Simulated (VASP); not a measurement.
These are SCAN meta-GGA, VASP's PBE PAW potentials (set 64) (plane waves; VASP) values and carry that method's errors.

A VASP calculation is set up with these files.

KPOINTS:
```
Automatic mesh
0
Gamma
7 7 2
0 0 0
```

File POSCAR:
```
MoS2
1.0
  1.5722346151  -2.7231899629   0.0000000000
  1.5722346151   2.7231899629   0.0000000000
  0.0000000000   0.0000000000  12.2507151946
Mo S
2 4
Cartesian
  1.5722346151   0.9077318031   3.0626787986
  1.5722346151  -0.9077318031   9.1880363960
  1.5722346151   0.9077318031  10.7458614667
  1.5722346151  -0.9077318031   4.6205038694
  1.5722346151  -0.9077318031   1.5048537279
  1.5722346151   0.9077318031   7.6302113252
```

### INCAR
```
! general
SYSTEM  = MoS2
PREC    = Accurate
ENCUT   = 520
LREAL   = .False.
LASPH   = .True.

! electronic loop
EDIFF   = 1E-6
NELM    = 100
ALGO    = Normal
LMAXMIX = 4
LMIXTAU = .True.

! smearing
ISMEAR  = 0
SIGMA   = 0.05

! functional
METAGGA = SCAN

! ions
IBRION  = 2
NSW     = 60
ISIF    = 3
EDIFFG  = -0.02

! output
LWAVE   = .False.
LCHARG  = .False.
```

POTCAR, in this order: Mo_sv S (PBE.64 set). Program: vasp_std.

What VASP printed:

### OSZICAR
```
...
DAV:   9    -0.113909809533E+03   -0.19670E-04   -0.20774E-04  1104   0.153E-01    0.634E-03
DAV:  10    -0.113909783243E+03    0.26290E-04   -0.99679E-05   992   0.939E-02    0.551E-03
DAV:  11    -0.113909782971E+03    0.27225E-06   -0.37925E-05  1006   0.528E-02    0.180E-03
DAV:  12    -0.113909778843E+03    0.41277E-05   -0.27391E-05   999   0.531E-02    0.851E-04
DAV:  13    -0.113909777805E+03    0.10385E-05   -0.24287E-06   890   0.154E-02    0.399E-04
DAV:  14    -0.113909778471E+03   -0.66605E-06   -0.80878E-07   679   0.896E-03
   6 F= -.11390978E+03 E0= -.11390978E+03  d E =-.572725E-02
       N       E                     dE             d eps       ncg     rms          rms(c)
DAV:   1    -0.114104210671E+03   -0.19443E+00   -0.93445E+00   999   0.201E+01    0.380E+00
DAV:   2    -0.113945771312E+03    0.15844E+00   -0.14379E+00  1127   0.778E+00    0.234E+00
DAV:   3    -0.113918546382E+03    0.27225E-01   -0.12219E-01  1103   0.199E+00    0.959E-01
DAV:   4    -0.113916616006E+03    0.19304E-02   -0.64587E-02  1000   0.179E+00    0.379E-01
DAV:   5    -0.113920232655E+03   -0.36166E-02   -0.31715E-02   992   0.155E+00    0.271E-01
DAV:   6    -0.113920883100E+03   -0.65045E-03   -0.25382E-02   992   0.126E+00    0.116E-01
DAV:   7    -0.113922721395E+03   -0.18383E-02   -0.24587E-02   992   0.112E+00    0.626E-02
DAV:   8    -0.113920928694E+03    0.17927E-02   -0.30400E-03  1062   0.413E-01    0.302E-02
DAV:   9    -0.113920637972E+03    0.29072E-03   -0.12988E-03  1020   0.300E-01    0.173E-02
DAV:  10    -0.113920756300E+03   -0.11833E-03   -0.78065E-04   992   0.212E-01    0.144E-02
DAV:  11    -0.113920628466E+03    0.12783E-03   -0.44196E-04  1006   0.175E-01    0.757E-03
DAV:  12    -0.113920614849E+03    0.13617E-04   -0.12713E-04   999   0.119E-01    0.145E-03
DAV:  13    -0.113920611193E+03    0.36553E-05   -0.45147E-05  1034   0.689E-02    0.943E-04
DAV:  14    -0.113920610809E+03    0.38444E-06   -0.99445E-06   971   0.311E-02
   7 F= -.11392061E+03 E0= -.11392061E+03  d E =-.165596E-01
       N       E                     dE             d eps       ncg     rms          rms(c)
DAV:   1    -0.114612310057E+03   -0.69170E+00   -0.36529E+01   999   0.396E+01    0.798E+00
DAV:   2    -0.114051826133E+03    0.56048E+00   -0.59616E+00  1150   0.158E+01    0.475E+00
DAV:   3    -0.113909553369E+03    0.14227E+00   -0.53794E-01  1102   0.390E+00    0.200E+00
DAV:   4    -0.113904634777E+03    0.49186E-02   -0.17722E-01  1060   0.265E+00    0.891E-01
DAV:   5    -0.113912633149E+03   -0.79984E-02   -0.49462E-02  1013   0.204E+00    0.541E-01
DAV:   6    -0.113921567343E+03   -0.89342E-02   -0.36022E-02  1038   0.170E+00    0.185E-01
DAV:   7    -0.113926364502E+03   -0.47972E-02   -0.31088E-02   992   0.149E+00    0.105E-01
DAV:   8    -0.113926390143E+03   -0.25641E-04   -0.17004E-03  1125   0.396E-01    0.715E-02
DAV:   9    -0.113926632856E+03   -0.24271E-03   -0.68410E-05  1180   0.607E-02    0.554E-02
DAV:  10    -0.113926233372E+03    0.39948E-03   -0.10278E-02   992   0.796E-01    0.469E-02
DAV:  11    -0.113926140200E+03    0.93172E-04   -0.22287E-04  1111   0.127E-01    0.332E-02
DAV:  12    -0.113926027640E+03    0.11256E-03   -0.12315E-04  1020   0.107E-01    0.160E-02
DAV:  13    -0.113925834971E+03    0.19267E-03   -0.69962E-04   992   0.208E-01    0.597E-03
DAV:  14    -0.113925818904E+03    0.16067E-04   -0.11574E-04  1006   0.113E-01    0.409E-03
DAV:  15    -0.113925816219E+03    0.26847E-05   -0.20839E-05  1020   0.464E-02    0.290E-03
DAV:  16    -0.113925818885E+03   -0.26654E-05   -0.50076E-06   955   0.244E-02    0.639E-04
DAV:  17    -0.113925818749E+03    0.13593E-06   -0.72440E-06   885   0.232E-02
   8 F= -.11392582E+03 E0= -.11392582E+03  d E =-.217675E-01
       N       E                     dE             d eps       ncg     rms          rms(c)
DAV:   1    -0.113987216304E+03   -0.61397E-01   -0.29125E+00   999   0.110E+01    0.198E+00
DAV:   2    -0.113925975613E+03    0.61241E-01   -0.40126E-01  1096   0.410E+00    0.118E+00
DAV:   3    -0.113927915230E+03   -0.19396E-02   -0.32346E-02  1072   0.114E+00    0.486E-01
DAV:   4    -0.113924792750E+03    0.31225E-02   -0.27327E-02   992   0.120E+00    0.212E-01
DAV:   5    -0.113927864104E+03   -0.30714E-02   -0.20113E-02   992   0.112E+00    0.177E-01
DAV:   6    -0.113927352401E+03    0.51170E-03   -0.21470E-02   992   0.107E+00    0.765E-02
DAV:   7    -0.113927055817E+03    0.29658E-03   -0.11726E-02   992   0.773E-01    0.318E-02
DAV:   8    -0.113926558811E+03    0.49701E-03   -0.13376E-03  1062   0.248E-01    0.140E-02
DAV:   9    -0.113926578081E+03   -0.19270E-04   -0.13751E-04  1076   0.123E-01    0.849E-03
DAV:  10    -0.113926557625E+03    0.20456E-04   -0.11608E-04   999   0.911E-02    0.627E-03
DAV:  11    -0.113926565661E+03   -0.80363E-05   -0.19883E-05  1020   0.400E-02    0.311E-03
DAV:  12    -0.113926564322E+03    0.13391E-05   -0.19556E-05   999   0.432E-02    0.111E-03
DAV:  13    -0.113926565263E+03   -0.94084E-06   -0.87355E-06   878   0.296E-02
   9 F= -.11392657E+03 E0= -.11392657E+03  d E =-.225140E-01
       N       E                     dE             d eps       ncg     rms          rms(c)
DAV:   1    -0.113952340203E+03   -0.25776E-01   -0.10360E+00  1006   0.773E+00    0.174E+00
DAV:   2    -0.113927699478E+03    0.24641E-01   -0.78743E-02  1016   0.200E+00    0.399E-01
DAV:   3    -0.113923885329E+03    0.38141E-02   -0.13342E-02  1163   0.822E-01    0.251E-01
DAV:   4    -0.113924407553E+03   -0.52222E-03   -0.63354E-03  1027   0.551E-01    0.173E-01
DAV:   5    -0.113924929718E+03   -0.52216E-03   -0.46993E-03  1020   0.515E-01    0.119E-01
DAV:   6    -0.113926125275E+03   -0.11956E-02   -0.58601E-03   992   0.520E-01    0.361E-02
DAV:   7    -0.113925694452E+03    0.43082E-03   -0.71346E-03   992   0.592E-01    0.305E-02
DAV:   8    -0.113925328881E+03    0.36557E-03   -0.18230E-03   992   0.324E-01    0.122E-02
DAV:   9    -0.113925384331E+03   -0.55450E-04   -0.42729E-05  1160   0.648E-02    0.683E-03
DAV:  10    -0.113925368079E+03    0.16252E-04   -0.81076E-06  1046   0.304E-02    0.362E-03
DAV:  11    -0.113925366338E+03    0.17402E-05   -0.45679E-05  1013   0.550E-02    0.140E-03
DAV:  12    -0.113925368387E+03   -0.20487E-05   -0.77485E-06   920   0.287E-02    0.912E-04
DAV:  13    -0.113925367108E+03    0.12788E-05   -0.16456E-06   764   0.123E-02    0.758E-04
DAV:  14    -0.113925368224E+03   -0.11157E-05   -0.30708E-07   524   0.440E-03    0.310E-04
DAV:  15    -0.113925367739E+03    0.48531E-06   -0.63267E-08   510   0.272E-03
  10 F= -.11392537E+03 E0= -.11392537E+03  d E =0.119752E-02
       N       E                     dE             d eps       ncg     rms          rms(c)
DAV:   1    -0.113938324594E+03   -0.12956E-01   -0.43115E-01  1006   0.499E+00    0.110E+00
DAV:   2    -0.113927744390E+03    0.10580E-01   -0.33328E-02  1016   0.131E+00    0.256E-01
DAV:   3    -0.113926695028E+03    0.10494E-02   -0.59169E-03  1134   0.561E-01    0.157E-01
DAV:   4    -0.113926761652E+03   -0.66624E-04   -0.32070E-03  1013   0.418E-01    0.106E-01
DAV:   5    -0.113926948789E+03   -0.18714E-03   -0.27619E-03  1006   0.411E-01    0.746E-02
DAV:   6    -0.113928097380E+03   -0.11486E-02   -0.64672E-03   992   0.617E-01    0.288E-02
DAV:   7    -0.113927138519E+03    0.95886E-03   -0.60350E-03   992   0.594E-01    0.191E-02
DAV:   8    -0.113927096104E+03    0.42415E-04   -0.43448E-04  1020   0.170E-01    0.844E-03
DAV:   9    -0.113927063294E+03    0.32810E-04   -0.39805E-05  1111   0.665E-02    0.444E-03
DAV:  10    -0.113927070543E+03   -0.72489E-05   -0.75314E-06   934   0.283E-02    0.273E-03
DAV:  11    -0.113927071698E+03   -0.11549E-05   -0.10873E-05   915   0.307E-02    0.128E-03
DAV:  12    -0.113927066862E+03    0.48354E-05   -0.88517E-06   892   0.282E-02    0.615E-04
DAV:  13    -0.113927068464E+03   -0.16016E-05   -0.12156E-06   769   0.100E-02    0.532E-04
DAV:  14    -0.113927068080E+03    0.38381E-06   -0.10701E-07   559   0.274E-03
  11 F= -.11392707E+03 E0= -.11392707E+03  d E =-.502818E-03
```

### OUTCAR
```
------------------------ aborting loop because EDIFF is reached ----------------------------------------
  FORCE on cell =-STRESS in cart. coord.  units (eV):
  Direction    XX          YY          ZZ          XY          YZ          ZX
  --------------------------------------------------------------------------------------
  Total        0.0409961      0.0409961      0.0876105      0.0000000      0.0000000      0.0000000
  in kB        0.5869734      0.5869733      1.2543867      0.0000000      0.0000000      0.0000000
  external PRESSURE =       0.8094445 kB  Pullay stress =       0.0000000 kB
  volume of cell :      111.90
      direct lattice vectors                 reciprocal lattice vectors
     1.586824471 -2.748460327 -0.000000000     0.315094712 -0.181920035  0.000000000
     1.586824471  2.748460327  0.000000000     0.315094712  0.181920035  0.000000000
    -0.000000000  0.000000000 12.828821324    -0.000000000 -0.000000000  0.077949484
 POSITION                                       TOTAL-FORCE (eV/Angst)
 -----------------------------------------------------------------------------------
      1.58682      0.91616      3.20721         0.000000     -0.000000      0.000000
      1.58682     -0.91616      9.62162        -0.000000      0.000000      0.000000
      1.58682      0.91616     11.17379        -0.000000      0.000000      0.008664
      1.58682     -0.91616      4.75937        -0.000000     -0.000000      0.008664
      1.58682     -0.91616      1.65504        -0.000000     -0.000000     -0.008664
      1.58682      0.91616      8.06945        -0.000000      0.000000     -0.008664
 -----------------------------------------------------------------------------------
    total drift:                               -0.000000      0.001616     -0.000028
  FREE ENERGIE OF THE ION-ELECTRON SYSTEM (eV)
  ---------------------------------------------------
  free  energy   TOTEN  =      -113.9270680803 eV

  energy  without entropy=     -113.9270680803  energy(sigma->0) =     -113.92706808

 reached required accuracy - stopping structural energy minimisation
```
(Selected blocks of OUTCAR.)

### CONTCAR
```
MoS2
   1.00000000000000
     1.5868244711689536   -2.7484603274654731   -0.0000000000000000
     1.5868244711689536    2.7484603274654731    0.0000000000000000
    -0.0000000000000000    0.0000000000000000   12.8288213243515905
  Mo              S
     2     4
Direct
     0.3333330000000032    0.6666669999999968    0.2500000000000000
     0.6666669999999968    0.3333330000000032    0.7500000000000000
     0.3333330000000032    0.6666669999999968    0.8709908016151963
     0.6666669999999968    0.3333330000000032    0.3709908016151962
     0.6666669999999968    0.3333330000000032    0.1290091983848038
     0.3333330000000032    0.6666669999999968    0.6290091983848037
```

Energy and stress use the plane-wave basis of the starting cell.

The compound is MoS2 in the 2H layered structure. This run relaxes it. Symmetry was kept, so distortions that lower it aren't found. The start is the result of an earlier pass.
